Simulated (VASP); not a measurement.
OSZICAR of a VASP run on W (bcc):

### OSZICAR
```
       N       E                     dE             d eps       ncg     rms           ort
DAV:   1     0.652593942565E+02    0.65259E+02   -0.71005E+03  1320   0.130E+03
DAV:   2    -0.122506643895E+02   -0.77510E+02   -0.75110E+02  1320   0.298E+02
DAV:   3    -0.135509463425E+02   -0.13003E+01   -0.12900E+01  1320   0.390E+01
DAV:   4    -0.135574227078E+02   -0.64764E-02   -0.64762E-02  1320   0.297E+00
DAV:   5    -0.135574750763E+02   -0.52368E-04   -0.52368E-04  1320   0.266E-01
SDA:   6    -0.125737578794E+02    0.98372E+00   -0.52368E-04  1320   0.152E+01   0.000E+00
CGA:   7    -0.128605843897E+02   -0.28683E+00   -0.28698E+00  1320   0.239E+00   0.580E-02
CGA:   8    -0.129274377739E+02   -0.66853E-01   -0.67336E-01  1320   0.576E-01  -0.371E-02
CGA:   9    -0.129382087316E+02   -0.10771E-01   -0.10785E-01  1320   0.113E-01   0.355E-03
CGA:  10    -0.129427400334E+02   -0.45313E-02   -0.45377E-02  1320   0.436E-02  -0.160E-04
CGA:  11    -0.129438725526E+02   -0.11325E-02   -0.11332E-02  1320   0.117E-02  -0.149E-04
CGA:  12    -0.129441644147E+02   -0.29186E-03   -0.29211E-03  1320   0.198E-03  -0.101E-04
CGA:  13    -0.129442154759E+02   -0.51061E-04   -0.51050E-04  1320   0.313E-04   0.471E-06
CGA:  14    -0.129442242949E+02   -0.88190E-05   -0.88038E-05  1320   0.499E-05   0.343E-06
CGA:  15    -0.129442259461E+02   -0.16512E-05   -0.16764E-05  1320   0.955E-06  -0.267E-06
CGA:  16    -0.129442261563E+02   -0.21024E-06   -0.21245E-06  1320   0.194E-06   0.197E-06
   1 F= -.12944226E+02 E0= -.12944382E+02  d E =0.468994E-03
```

Problem. Which electronic solver shows in the log?

Solution. It is blocked Davidson (ALGO = Normal, or the opening steps of other solvers) and then steepest descent (the opening step of the all-band solvers) and then all-band conjugate gradients (ALGO = All or Conjugate). The INCAR had ALGO = Conjugate.

Problem. Can the final energy be trusted as converged?

Solution. The run converged. It stopped with EDIFF = 1E-6, NELM = 100 (PBE GGA, plane waves, VASP's PBE PAW potentials (set 64)).

The compound is W in the bcc structure. The cell was not relaxed at this level. The run is one of a series of settings (ALGO = Conjugate against the base run), some of them coarse on purpose.
